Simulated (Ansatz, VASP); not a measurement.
## WC (Qusongite) in two plane-wave programs

Wanted: the spread between two codes on one cell, functional and k mesh. The cell is a member of a volume series, scaled by 0.96 from a relaxed one, so a pressure remains.

Main program and level: Ansatz 0.2.0; plane waves, with VASP 6.6.1 beside it; single point at PBEsol.

**1. The starting structure**

Symmetry: P-6m2, No. 187, hexagonal system. The conventional cell has a = 2.858 Å, b = 2.858 Å, c = 2.790 Å, α = 90.00°, β = 90.00°, γ = 120.00°. W has 6 C at 2.16 Å nearest. Nearest to C lie 6 W at 2.16 Å. Farther neighbours are not listed.

As a file:

```cif
data_structure
_symmetry_space_group_name_H-M 'P-6m2'
_symmetry_Int_Tables_number 187
_cell_length_a 2.8581
_cell_length_b 2.8581
_cell_length_c 2.7896
_cell_angle_alpha 90.000
_cell_angle_beta 90.000
_cell_angle_gamma 120.000
_cell_volume 19.73
loop_
_atom_site_label
_atom_site_type_symbol
_atom_site_symmetry_multiplicity
_atom_site_Wyckoff_symbol
_atom_site_fract_x
_atom_site_fract_y
_atom_site_fract_z
_atom_site_occupancy
W1 W 1 a 0.00000 0.00000 0.00000 1
C1 C 1 f 0.66667 0.33333 0.50000 1
```

**2. Ansatz: single point, PBEsol, volume scaled by 0.96**

Ansatz runs on its default PAW (the set named soft_2) files.

A single point gives forces, pressure and levels at one fixed geometry, so differences don't come from the geometry; what else differs is listed under the comparison.

input.yaml

```yaml
crystal:
  lattice:
    - [2.8581036245, 0.0, 0.0]
    - [-1.4290518123, 2.4751903454, 0.0]
    - [0.0, 0.0, 2.7896408688]
  atoms:
    - { symbol: W, position: [0.0, 0.0, 0.0] }
    - { symbol: C, position: [0.6666666667, 0.3333333333, 0.5] }
hamiltonian:
  xc: pbesol
  pseudopotentials: { kind: paw }
kpoints:
  mp_grid: { grid: [9, 9, 8] }
scf:
  occupations: { method: gaussian, width: 0.05 }
  n_extra_bands: 4
output:
  forces: true
  stress: true
  eigenvalues: true
```

Command:

```
ansatz run input.yaml --threads 2 --pin off --max-ram 4608MiB --backend cpu --events-out ev --progress --plain --runs-dir out
```

Numbers of over 12 decimals in the logs are rounded to 6 here.

The log of the run:

```text
scf.n_extra_bands = 4 over 9 filled bands (N_el = 18.0): the run solves 13 bands
Engine: ansatz 0.2.0, aarch64-unknown-linux-gnu
Pseudopotentials: kind: paw
Pseudopotential: W, paw, valence charge 14, recommended cutoff 420 eV (normal), W.paw.azcp
Pseudopotential: C, paw, valence charge 4, recommended cutoff 420 eV (normal), C.paw.azcp
Functional definition: PBEsol
  exchange = pbesol_x
  correlation = pbesol_c
Crystal: 2 atoms, lattice volume = 19.735 Å³
Basis set: ecut = 420 eV, 405 PW (Γ), exchange–correlation on 40×40×40 points (8 copies of the dense FFT grid, shifted against one another)
Bands: 13, of which v1, the nominal top of the filled ones, is band 9 counted from 1 (8 counted from 0)
Symmetry: 12 space group operations
Space group: P-6m2 (ITA 187), of the structure as read, at distance tolerance 2.7e-5 Å
k-points: 60 of 648 (time reversal used)
Non-local potential: W, projectors of the file, l = 0: 3, l = 1: 2, l = 2: 2, l = 3: 1
Non-local potential: C, projectors of the file, l = 0: 2, l = 1: 2, l = 2: 1
PAW form: soft (Blöchl's): semilocal exchange-correlation on the pseudo side does not see the compensation charge
PAW frozen core: W, regenerated for the run's functional, and the local potential with it (the file was generated under x = pbe(κ = 0.804, μ = 0.219515), c = pbe(β = 0.066725))
PAW frozen core: C, regenerated for the run's functional, and the local potential with it (the file was generated under x = pbe(κ = 0.804, μ = 0.219515), c = pbe(β = 0.066725))
PAW one-centre angular grid: W, 590 points (default); XC on 64 Gauss nodes
PAW one-centre angular grid: C, 110 points (default); XC on 64 Gauss nodes
Initial density: superposition of atomic densities (neutral atoms: chi_scale 0, normalization atom), corrected by the library's trained network
Initial wavefunctions: pseudopotential atomic-orbital guess
Functional: x = pbesol(κ = 0.804, μ = 0.123457), c = pbesol(β = 0.046)
SCF iter   1: F=—  HF=-10503.688166 eV  |F-HF|=—  |Δ(HF+E_count)|=         —  Δρ=1.33e-2  dr2=3.14e-2  ethr=1.77e-3  ⟨swp⟩=5.8  Hψ=3931  notcnv=0
preconditioner: auto → none  [insulator: Δε(μ)=0.092 eV  Ē_g=10.569 eV  σ=0.050 eV  W_gap=0.65  n_scr=8 (ndim 8)  ℏωp=26.4 eV  f_vac=0.000  D(μ)=0.41/eV (n_scr^D=0)  ε∞_Penn≈7.3]
SCF iter   2: F=—  HF=-10503.683379 eV  |F-HF|=—  |Δ(HF+E_count)|=   4.79e-3  Δρ=5.58e-3  dr2=5.00e-3  ethr=1.74e-4  ⟨swp⟩=2.0  Hψ=1388  notcnv=0  defer=2
SCF iter   3: F=—  HF=-10503.682778 eV  |F-HF|=—  |Δ(HF+E_count)|=   6.01e-4  Δρ=6.34e-4  dr2=2.12e-5  ethr=2.78e-5  ⟨swp⟩=2.2  Hψ=1057  notcnv=0  defer=2
SCF iter   4: F=—  HF=-10503.682780 eV  |F-HF|=—  |Δ(HF+E_count)|=   1.84e-6  Δρ=1.60e-4  dr2=1.23e-6  ethr=1.18e-7  ⟨swp⟩=2.4  Hψ=1290  notcnv=0  defer=2
iter 5 did not close the SCF: its close was put off for the readings that it lacked (scf_convergence_deferred on its scf_iter line)
SCF iter   5: F=-10503.682781 eV  HF=-10503.682781 eV  |F-HF|=3.66e-9  |Δ(HF+E_count)|=   8.71e-7  Δρ=8.51e-6  dr2=7.20e-9  ethr=6.84e-9  ⟨swp⟩=1.6  Hψ=993  notcnv=0  defer=2
SCF iter   6: F=-10503.682781 eV  HF=-10503.682781 eV  |F-HF|=3.46e-11  |Δ(HF+E_count)|=  8.97e-10  Δρ=1.12e-6  dr2=9.26e-11  ethr=4.00e-11  ⟨swp⟩=2.1  Hψ=2660  notcnv=0
SCF 1 converged in 6 iterations: F = -10503.682781 eV  dr2 = 9.26e-11
  greatest PAW one-centre occupation: 1.000 electrons in one spin orbital (limit 2), on the W atom at site 0 (counted from 0), in its partial waves of l = 0
SCF converged after 6 iterations
Free energy (F): -10503.682781 eV
Harris-Foulkes:  -10503.682781 eV  (|F-HF|=3.46e-11)
Internal energy: -10503.682145 eV  (E = F + TS)
E sigma→0 (E₀):  -10503.682463 eV
Entropy (-TS):   -0.000636 eV (-0.318 meV/atom)
Fermi energy:    21.652292 eV
--- Per-component energies (eV) ---
  E_band       = -40.063790
  E_kinetic    = 546.324110
  E_local      = -630.704007  (includes V_loc(G=0)·N_el)
  E_nonlocal   = 28.549203
  E_hartree    = 225.711698
  E_xc         = -315.946288
  E_vxc        = -301.878007  (∫ρ·V_xc dr)
  E_paw        = -8531.240668  (= ΣΔE_a)
  E_vpaw       = -133.778365  (= ΣTr[D̂ρ^β])
  E_aug_tail   = -0.000072  (compensation charges beyond the density's cutoff)
  E_ewald      = -1826.619013
  E_core_change = 0.242893  (= ΣΔE_core)
  E_smearing   = -0.000636  (= −TS)
  E_closure    = 0.000000  (closes the sum)
  Σ components = -10503.682781   (vs F -10503.682781, Δ=0.00e0)
--- Forces (eV/Å), atoms counted from 1 ---
  atom   1  W     -0.00000000     0.00000000     0.00000000
  atom   2  C     -0.00000000     0.00000000     0.00000000
  max |Σ_I F_I| component: 5.55e-16 eV/Å
--- Stress (GPa, compression-positive) ---
       18.089834       0.000000      -0.000000
        0.000000      18.089834      -0.000000
       -0.000000      -0.000000      19.743280
  P = ⅓ Tr σ = 18.6410 GPa (186.410 kbar)
--- Band table (eV; the first three rows and the last of 60) ---
  k-point 0: bands = [... 5 lower, 17.0251, 18.0994, 18.0994, 21.7684, 25.1156, 25.1156, 27.5712, 27.5712]
  k-point 1: bands = [... 5 lower, 16.8402, 18.2805, 18.2805, 21.7769, 23.9264, 23.9264, 28.1510, 28.1510]
  k-point 2: bands = [... 5 lower, 15.8313, 18.7624, 18.7624, 22.2970, 22.2970, 22.6378, 27.8985, 27.8985]
  k-point 59: bands = [... 5 lower, 13.9621, 16.0601, 20.0911, 20.9824, 26.3750, 28.6243, 29.8070, 31.3473]
```

The job ended after 1.1 s (2 threads of Arm Neoverse V1, shared host; peak memory 0.28 GiB; 1.9 s of CPU time).

In the SCF lines HF is the Harris–Foulkes energy and dr2 the Hartree energy of the density residual, in eV; the loop may stop once dr2 is under the threshold and the program's other checks hold. Hψ counts applications of the Hamiltonian.

The run ends at a pressure of 18.64 GPa.

**3. VASP: single point, PBEsol, volume scaled by 0.96**

The same cell, functional, mesh and smearing now go to VASP, with its own data sets and cutoff.

Lines of VASP's logs that name or quote its potential files are left out, and so is its time.

INCAR

```
SYSTEM = WC
PREC = Accurate
ENCUT = 520
EDIFF = 1E-06
NELM = 100
ISMEAR = 0
SIGMA = 0.05
LREAL = .FALSE.
ALGO = Normal
GGA = PS
NBANDS = 11
LORBIT = 11
LWAVE = .FALSE.
LCHARG = .FALSE.
KPAR = 2
ISIF = 2
```

POSCAR

```
WC
1.0
    2.8581036245      0.0000000000      0.0000000000
   -1.4290518123      2.4751903454      0.0000000000
    0.0000000000      0.0000000000      2.7896408688
W C
1 1
Direct
    0.0000000000      0.0000000000      0.0000000000
    0.6666666667      0.3333333333      0.5000000000
```

KPOINTS

```
Automatic mesh
0
Gamma
9 9 8
0 0 0
```

Potentials, in the order of the species: W and C (PBE family, release 64).

Command:

```
mpirun -np 2 vasp_std
```

The log of the run:

```text
[banner, memory and clock lines left out]
running    2 mpi-ranks, on    1 nodes
 distrk:  each k-point on    1 cores,    2 groups
 distr:  one band on    1 cores,    1 groups

 POSCAR found type information on POSCAR W C
 POSCAR found :  2 types and       2 ions
|                                                                             |
|               ----> ADVICE to this user running VASP <----                  |
|                                                                             |
|     You enforced a specific xc type in the INCAR file but a different       |
|     [... a line on the potential file left out ...]
|     I HOPE YOU KNOW WHAT YOU ARE DOING!                                     |
|                                                                             |

 LDA part: xc-table for (Slater+PW92), standard interpolation
 POSCAR, INCAR and KPOINTS ok, starting setup
 FFT: planning ... GRIDC
 FFT: planning ... GRID_SOFT
 FFT: planning ... GRID
 WAVECAR not read
 entering main loop
       N       E                     dE             d eps       ncg     rms          rms(c)
DAV:   1     0.228109373738E+02    0.22811E+02   -0.50629E+03  1320   0.822E+02
DAV:   2    -0.251483998586E+02   -0.47959E+02   -0.46031E+02  1529   0.201E+02
DAV:   3    -0.268900490143E+02   -0.17416E+01   -0.17212E+01  1662   0.325E+01
DAV:   4    -0.268999889098E+02   -0.99399E-02   -0.99380E-02  1444   0.281E+00
DAV:   5    -0.269000288056E+02   -0.39896E-04   -0.39895E-04  1591   0.174E-01    0.379E+01
DAV:   6    -0.240576553490E+02    0.28424E+01   -0.11918E+01  1577   0.214E+01    0.133E+01
DAV:   7    -0.239803793236E+02    0.77276E-01   -0.55600E-01  1341   0.603E+00    0.904E+00
DAV:   8    -0.239407033389E+02    0.39676E-01   -0.84536E-02  1448   0.211E+00    0.193E+00
DAV:   9    -0.239351409263E+02    0.55624E-02   -0.16196E-02  1410   0.813E-01    0.175E-01
DAV:  10    -0.239350869100E+02    0.54016E-04   -0.78340E-04  1533   0.232E-01    0.148E-01
DAV:  11    -0.239350814030E+02    0.55070E-05   -0.45524E-05  1518   0.514E-02    0.756E-03
DAV:  12    -0.239350795226E+02    0.18804E-05   -0.24073E-06   915   0.105E-02    0.947E-03
DAV:  13    -0.239350796172E+02   -0.94659E-07   -0.27712E-07   723   0.506E-03
   1 F= -.23935080E+02 E0= -.23934813E+02  d E =-.533372E-03
```

From OUTCAR (step 3):

```text
ion  position               nearest neighbor table
   1  0.000  0.000  0.000-   2 2.16   2 2.16   2 2.16   2 2.16   2 2.16   2 2.16
   2  0.667  0.333  0.500-   1 2.16   1 2.16   1 2.16   1 2.16   1 2.16   1 2.16

  LATTYP: Found a hexagonal cell.
 ALAT       =     2.8581036245
 C/A-ratio  =     0.9760460905

 Subroutine GETGRP returns: Found 12 space group operations
 (whereof 12 operations were pure point group operations)

The static configuration has the point symmetry D_3h.

 Found     60 irreducible k-points:

   k-points           NKPTS =     60   k-points in BZ     NKDIM =     60   number of bands    NBANDS=     11

   dimension x,y,z NGX =    24 NGY =   24 NGZ =   24
   dimension x,y,z NGXF=    48 NGYF=   48 NGZF=   48

   ENCUT  =  520.0 eV  38.22 Ry    6.18 a.u.   5.31  5.31  5.19*2*pi/ulx,y,z

   NELECT =      10.0000    total number of electrons

 k-points in reciprocal lattice and weights: Automatic mesh
   0.00000000  0.00000000  0.00000000       0.002
   0.11111111  0.00000000  0.00000000       0.009
   0.22222222  0.00000000  0.00000000       0.009
   0.33333333 -0.00000000  0.00000000       0.009
   0.44444444  0.00000000  0.00000000       0.009
   0.11111111  0.11111111  0.00000000       0.009
   0.22222222  0.11111111  0.00000000       0.019
   0.33333333  0.11111111  0.00000000       0.019
   0.44444444  0.11111111  0.00000000       0.009
[...]
0.33333333  0.22222222  0.50000000       0.019
   0.33333333  0.33333333  0.50000000       0.003

 average (electrostatic) potential at core
       1 -36.2759       2 -45.6879

 E-fermi :   8.8014

 k-point     1 :       0.0000    0.0000    0.0000
  band No.  band energies     occupation
      1      -6.0512      2.00000
      2       4.1438      2.00000
      3       5.2286      2.00000
      4       5.2286      2.00000
      5       8.9377      0.00012
      6      12.2094      0.00000
      7      12.2094      0.00000
      8      14.7449      0.00000
      9      14.7449      0.00000
    ...

 k-point     2 :       0.1111    0.0000    0.0000
  band No.  band energies     occupation
      1      -5.7242      2.00000
      2       4.1610      2.00000
      3       4.8947      2.00000
      4       5.5523      2.00000
      5       8.0310      2.00000
      6      12.0848      0.00000
      7      13.2116      0.00000
      8      14.1046      0.00000
      9      14.5161      0.00000
     10      16.6436      0.00000
    ...

 k-point     3 :       0.2222    0.0000    0.0000
  band No.  band energies     occupation
      1      -4.8363      2.00000
      2       3.2483      2.00000
      3       5.2039      2.00000
      4       6.4195      2.00000
      5       6.6446      2.00000
      6      11.7835      0.00000
      7      12.9312      0.00000
      8      14.0449      0.00000
      9      14.7239      0.00000
     10      18.5080      0.00000
    ...

  Total        2.2355374      2.2355374      2.5482405     -0.0000000     -0.0000000      0.0000000
  in kB      181.4920717    181.4920717    206.8788661     -0.0000000     -0.0000000      0.0000000
  external PRESSURE =     189.9543365 kB  Pullay stress =       0.0000000 kB

  energy-cutoff  :      520.00
  volume of cell :       19.73
      direct lattice vectors                 reciprocal lattice vectors
     2.858103624  0.000000000  0.000000000     0.349882346  0.202004666  0.000000000
    -1.429051812  2.475190345  0.000000000     0.000000000  0.404009333  0.000000000
     0.000000000  0.000000000  2.789640869     0.000000000  0.000000000  0.358469082

 POSITION                                       TOTAL-FORCE (eV/Angst)
 -----------------------------------------------------------------------------------
      0.00000      0.00000      0.00000        -0.000000     -0.000000      0.000000
      1.42905      0.82506      1.39482         0.000000      0.000000      0.000000
 -----------------------------------------------------------------------------------
    total drift:                               -0.000000      0.000000      0.000000

  FREE ENERGIE OF THE ION-ELECTRON SYSTEM (eV)
  ---------------------------------------------------
  free  energy   TOTEN  =       -23.9350796172 eV

  energy  without entropy=      -23.9345462452  energy(sigma->0) =      -23.93481293

 total charge
# of ion       s       p       d       tot
------------------------------------------
    1        0.655   0.957   4.533   6.145
    2        0.856   1.601   0.000   2.457
--------------------------------------------------
tot          1.511   2.557   4.533   8.602

[... 3 further parts left out ...]
```

The data set W keeps the semicore shell frozen, which is cheaper and a little less accurate.

**4. Comparison**

Known differences besides the potentials themselves: the data sets hold 18 valence electrons in Ansatz (default PAW (the set named soft_2) files) and 10 in VASP; the cutoff is 420 eV in Ansatz and 520 eV in VASP; Ansatz makes its cores anew for this functional, VASP keeps those of its PBE data sets; VASP leaves aspherical gradient terms in its spheres out (LASPH is not set), Ansatz keeps them. Total energies have different zeros and are not compared.

The two programs side by side:

| quantity | Ansatz | VASP | difference |
| --- | --- | --- | --- |
| pressure (GPa) | 18.64 | 19.00 | -0.35 |
| pressure without Ansatz's Pulay correction (GPa) | 18.31 | 19.00 | -0.68 |

Ansatz's pressure holds a Pulay correction of 0.33 GPa; VASP's holds none.

**5. Outcome**

* difference in pressure (single point, PBEsol, volume scaled by 0.96): -0.35 GPa

What this shows: The difference in pressure is -0.35 GPa (single point, PBEsol, volume scaled by 0.96), within the 1 GPa picked in this series as the mark of a large difference. How closely two codes agree says nothing of how well the functional describes the real material.

[Lines on the potential files, build, host, timing and source positions are cut from VASP's logs without a mark.]

[Logs are printed without paths, hosts, clocks, repeated set-up lines and the standing remarks that a program may print on its own settings, such as how far it seeks lower states.]

[Hosts, paths, dates, database ids (printed as entryN), source tags and the programs' standing remarks are cut or masked in the printed files.]
